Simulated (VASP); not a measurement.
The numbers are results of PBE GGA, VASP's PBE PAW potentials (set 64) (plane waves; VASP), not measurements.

A VASP calculation is set up with these files.

**KPOINTS**
```
K-points
0
gamma
  7 7 7
```

**INCAR**
```
SYSTEM  =  CdSe
PREC  =  Accurate; ENCUT  =  500; LREAL  =  .FALSE.
LASPH  =  .TRUE.
EDIFF  =  1E-6; NELM  =  100; ALGO  =  Normal
LMAXMIX  =  4
ISMEAR  =  0; SIGMA  =  0.05
GGA  =  PE
IBRION  =  2; NSW  =  40; ISIF  =  3
EDIFFG  =  -0.02; PSTRESS  =  50
LWAVE  =  .FALSE.; LCHARG  =  .FALSE.
```

POSCAR:
```
CdSe
1
    0.0000000000     3.1053130957     3.1053130957
    3.1053130957     0.0000000000     3.1053130957
    3.1053130957     3.1053130957     0.0000000000
Cd Se
1 1
Direct
  0.0000000000   0.0000000000   0.0000000000
  0.2500000000   0.2500000000   0.2500000000
```

POTCAR, in this order: Cd Se (PBE.64 set). Program: vasp_std.

Energy and stress use the plane-wave basis of the starting cell.

**Question.** Predict the energy per atom (σ→0), volume per atom, band gap (on the k-mesh).

**Answer.** 
energy per atom (σ→0): -2.712 eV/atom
band gap (on the k-mesh): 0.67 eV
volume per atom: 27.32 Å³/atom

File OSZICAR:
```
...
DAV:   2    -0.547070914534E+01    0.34011E+00   -0.80605E-01   545   0.148E+01    0.187E+00
DAV:   3    -0.543054822137E+01    0.40161E-01   -0.95079E-02   560   0.376E+00    0.165E+00
DAV:   4    -0.542509929442E+01    0.54489E-02   -0.82048E-03   530   0.761E-01    0.323E-01
DAV:   5    -0.542477235384E+01    0.32694E-03   -0.12976E-03   595   0.543E-01    0.597E-02
DAV:   6    -0.542477838595E+01   -0.60321E-05   -0.19656E-04   540   0.167E-01    0.310E-02
DAV:   7    -0.542478634587E+01   -0.79599E-05   -0.86245E-06   580   0.226E-02    0.455E-03
DAV:   8    -0.542478676421E+01   -0.41835E-06   -0.10241E-06   400   0.157E-02
   3 F= -.37197105E+01 E0= -.37197105E+01  d E =-.902121E-01
```

The compound is CdSe in the zinc blende structure, whereas wurtzite is the usual form. This run relaxes it under an external pressure of 5 GPa. Symmetry was kept, so distortions that lower it aren't found.
